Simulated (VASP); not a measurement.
A convergence study with VASP on CdSe (zinc blende): one setting is varied, all else stays as given below, so the limit is that of these other settings.

```yaml
crystal:
  lattice:
    - [0.00000, 3.02500, 3.02500]
    - [3.02500, 0.00000, 3.02500]
    - [3.02500, 3.02500, 0.00000]
  atoms:
    - { symbol: Cd, position: [0.00000, 0.00000, 0.00000] }
    - { symbol: Se, position: [0.25000, 0.25000, 0.25000] }
```

The numbers are results of LDA (Ceperley-Alder, Perdew-Zunger), VASP's LDA PAW potentials (set 64) (plane waves; VASP), not measurements. The tightest run used: 550 eV cut-off, 17×17×17 Γ-centred mesh, tetrahedra with Blöchl corrections, potentials Cd Se.

Gaps are read on the run's mesh, which can miss a band edge.

Task: The settings run are 3×3×3 mesh; 4×4×4 mesh; 5×5×5 mesh; 6×6×6 mesh; 7×7×7 mesh; 8×8×8 mesh; 9×9×9 mesh; 10×10×10 mesh; 11×11×11 mesh; 12×12×12 mesh; 13×13×13 mesh; 14×14×14 mesh; 15×15×15 mesh; 16×16×16 mesh; 17×17×17 mesh. From which on does the stress (every component) stay within 0.5 GPa of the tightest run?

Result: From 4×4×4 mesh on: it is off by 0.22 there and by no more than 0.5 in any finer run, while 3×3×3 mesh is off by 0.88.
```json
[
 {"setting": "3×3×3 mesh", "E (eV/atom)": "-3.2622", "pressure (GPa)": "0.15", "gap on the mesh (eV)": "0.329", "irreducible k-points": "4", "difference judged (GPa)": "0.88"},
 {"setting": "4×4×4 mesh", "E (eV/atom)": "-3.3515", "pressure (GPa)": "-0.51", "gap on the mesh (eV)": "0.374", "irreducible k-points": "8", "difference judged (GPa)": "0.22"},
 {"setting": "5×5×5 mesh", "E (eV/atom)": "-3.3720", "pressure (GPa)": "-0.67", "gap on the mesh (eV)": "0.388", "irreducible k-points": "10", "difference judged (GPa)": "0.06"},
 {"setting": "6×6×6 mesh", "E (eV/atom)": "-3.3777", "pressure (GPa)": "-0.72", "gap on the mesh (eV)": "0.393", "irreducible k-points": "16", "difference judged (GPa)": "0.01"},
 {"setting": "7×7×7 mesh", "E (eV/atom)": "-3.3796", "pressure (GPa)": "-0.73", "gap on the mesh (eV)": "0.395", "irreducible k-points": "20", "difference judged (GPa)": "0.00"},
 {"setting": "8×8×8 mesh", "E (eV/atom)": "-3.3802", "pressure (GPa)": "-0.73", "gap on the mesh (eV)": "0.395", "irreducible k-points": "29", "difference judged (GPa)": "0.00"},
 {"setting": "9×9×9 mesh", "E (eV/atom)": "-3.3805", "pressure (GPa)": "-0.73", "gap on the mesh (eV)": "0.396", "irreducible k-points": "35", "difference judged (GPa)": "0.00"},
 {"setting": "10×10×10 mesh", "E (eV/atom)": "-3.3807", "pressure (GPa)": "-0.73", "gap on the mesh (eV)": "0.396", "irreducible k-points": "47", "difference judged (GPa)": "0.00"},
 {"setting": "11×11×11 mesh", "E (eV/atom)": "-3.3807", "pressure (GPa)": "-0.73", "gap on the mesh (eV)": "0.396", "irreducible k-points": "56", "difference judged (GPa)": "0.00"},
 {"setting": "12×12×12 mesh", "E (eV/atom)": "-3.3808", "pressure (GPa)": "-0.73", "gap on the mesh (eV)": "0.396", "irreducible k-points": "72", "difference judged (GPa)": "0.00"},
 {"setting": "13×13×13 mesh", "E (eV/atom)": "-3.3808", "pressure (GPa)": "-0.73", "gap on the mesh (eV)": "0.396", "irreducible k-points": "84", "difference judged (GPa)": "0.00"},
 {"setting": "14×14×14 mesh", "E (eV/atom)": "-3.3808", "pressure (GPa)": "-0.73", "gap on the mesh (eV)": "0.396", "irreducible k-points": "104", "difference judged (GPa)": "0.00"},
 {"setting": "15×15×15 mesh", "E (eV/atom)": "-3.3808", "pressure (GPa)": "-0.73", "gap on the mesh (eV)": "0.396", "irreducible k-points": "120", "difference judged (GPa)": "0.00"},
 {"setting": "16×16×16 mesh", "E (eV/atom)": "-3.3808", "pressure (GPa)": "-0.73", "gap on the mesh (eV)": "0.396", "irreducible k-points": "145", "difference judged (GPa)": "0.00"},
 {"setting": "17×17×17 mesh", "E (eV/atom)": "-3.3808", "pressure (GPa)": "-0.73", "gap on the mesh (eV)": "0.396", "irreducible k-points": "165", "difference judged (GPa)": "0.00"}
]
```

Left out are rungs that failed or repeat a setting and relaxations that didn't move; long series are thinned to 24 rows.

The compound is CdSe in the zinc blende structure, whereas wurtzite is the usual form. The cell was not relaxed at this level.
